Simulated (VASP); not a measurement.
Here is the system:

```yaml
crystal:
  lattice:
    - [0.00000, 3.17099, 3.17099]
    - [3.17099, 0.00000, 3.17099]
    - [3.17099, 3.17099, 0.00000]
  atoms:
    - { symbol: Ag, position: [0.00000, 0.00000, 0.00000] }
    - { symbol: I, position: [0.25000, 0.25000, 0.25000] }
```

Level of theory: LDA (Ceperley-Alder, Perdew-Zunger), VASP's LDA PAW potentials (set 64) (plane waves; VASP). Settings: 400 eV cut-off, Gaussian smearing of 0.050 eV, potentials Ag I.

Unless said otherwise, spin-orbit coupling is left out, though it shifts the bands of the heavy elements here.

Problem. Give the energies of bands 2 to 12 at the high-symmetry points, in eV from the valence-band maximum.

Solution. 
```tsv
band	Γ	X	U	L	W
2	-4.71	-5.07	-4.83	-4.69	-4.67
3	-4.71	-4.15	-4.28	-4.53	-4.44
4	-4.71	-4.15	-4.16	-4.53	-4.16
5	-3.46	-3.36	-3.46	-3.42	-3.54
6	-3.46	-3.33	-3.42	-3.42	-3.21
7	0.00	-2.94	-3.13	-3.29	-3.08
8	0.00	-2.06	-2.32	-0.84	-2.52
9	0.00	-2.06	-1.65	-0.84	-1.89
10	1.09	3.22	3.68	2.53	4.83
11	5.50	3.66	4.90	6.03	4.97
12	5.50	8.52	7.53	6.03	6.22
```

The gap is direct, 1.09 eV, from the valence maximum at Γ to the conduction minimum at Γ.

The compound is AgI in the zinc blende structure, whereas wurtzite is the usual form. It was relaxed first, which changed the volume by -7 %.
